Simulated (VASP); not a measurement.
An input for Ansatz (written as the equivalent of a VASP run, and not itself run):

Ansatz 0.2 input:
```yaml
crystal:
  lattice:
    - [2.9682000, 0.0000000, 0.0000000]
    - [0.0000000, 2.9682000, 0.0000000]
    - [0.0000000, 0.0000000, 2.9682000]
  atoms:
    - { symbol: Al, position: [0.5000000, 0.5000000, 0.5000000] }
    - { symbol: Fe, position: [0.0000000, 0.0000000, 0.0000000] }
kpoints:
  mp_grid: { grid: [11, 11, 11] }
hamiltonian:
  xc: pbe
  pseudopotentials: { kind: paw }
scf:
  occupations: { method: methfessel_paxton, width: 0.1 }
  max_iter: 100
output: { forces: true, stress: true, eigenvalues: true }
```

Translate this input to VASP (INCAR, KPOINTS, POSCAR, choice of POTCAR).

One answer among several that fit: 
**KPOINTS**
```
Automatic mesh
0
Gamma
11 11 11
0 0 0
```

**INCAR**
```
SYSTEM = FeAl
PREC = Accurate
ENCUT = 400
EDIFF = 1E-6
NELM = 100
ALGO = Normal
LREAL = .FALSE.
LASPH = .TRUE.
ISMEAR = 1
SIGMA = 0.1
GGA = PE
LMAXMIX = 4
LWAVE = .FALSE.
LCHARG = .FALSE.
ISIF = 2
NBANDS = 7
```

File POSCAR:
```
FeAl
1
    2.9682000000     0.0000000000     0.0000000000
    0.0000000000     2.9682000000     0.0000000000
    0.0000000000     0.0000000000     2.9682000000
Al Fe
1 1
Direct
  0.5000000000   0.5000000000   0.5000000000
  0.0000000000   0.0000000000   0.0000000000
```

POTCAR, in this order: Al Fe (PBE.64 set). Program: vasp_std.

The two are equivalent in intent, not identical: each code has its own PAW files, so the cut-off isn't converted (ENCUT is set for VASP's; basis.ecutwfc is left out, and Ansatz then takes the one that its files recommend); Ansatz stops its SCF on the density residual and VASP on the energy change (EDIFF); the number of bands isn't carried over, since the valence differs with the files.

The compound is FeAl in the CsCl type structure. The cell was not relaxed at this level. The run is one of a series of settings (NBANDS = 7 against the base run), some of them coarse on purpose.
